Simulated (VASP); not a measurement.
```yaml
crystal:
  lattice:
    - [0.00000, 2.39105, 2.39105]
    - [2.39105, 0.00000, 2.39105]
    - [2.39105, 2.39105, 0.00000]
  atoms:
    - { symbol: Cd, position: [0.00000, 0.00000, 0.00000] }
    - { symbol: O, position: [0.50000, 0.50000, 0.50000] }
```

The numbers are results of modified Becke-Johnson potential (mBJ), VASP's PBE PAW potentials (set 64) (plane waves; VASP), not measurements. Settings: 520 eV cut-off, 8×8×8 Γ-centred mesh, Gaussian smearing of 0.050 eV, potentials Cd O.

mBJ is a potential without an energy functional, so only the levels count.

Problem. Give the energies of bands 2 to 10 at the high-symmetry points, in eV from the valence-band maximum.

Solution. 
| band | Γ | X | U | L | W |
|---|---|---|---|---|---|
| 2 | -6.31 | -6.62 | -6.58 | -6.86 | -6.52 |
| 3 | -6.31 | -5.94 | -6.37 | -6.85 | -6.35 |
| 4 | -6.31 | -5.81 | -6.12 | -6.85 | -6.35 |
| 5 | -6.14 | -5.81 | -5.88 | -5.92 | -5.81 |
| 6 | -6.14 | -5.68 | -5.86 | -5.92 | -5.74 |
| 7 | -1.07 | -3.40 | -2.75 | -3.20 | -2.42 |
| 8 | -1.07 | -1.84 | -2.28 | 0.00 | -2.42 |
| 9 | -1.07 | -1.84 | -1.01 | 0.00 | -1.39 |
| 10 | 1.32 | 5.82 | 7.17 | 6.33 | 7.61 |

The gap is indirect, 1.32 eV, from the valence maximum at L to the conduction minimum at Γ.

The compound is CdO in the rock salt structure. It was relaxed first, which changed the volume by +5 %. The cell's shape comes from a PBE relaxation.
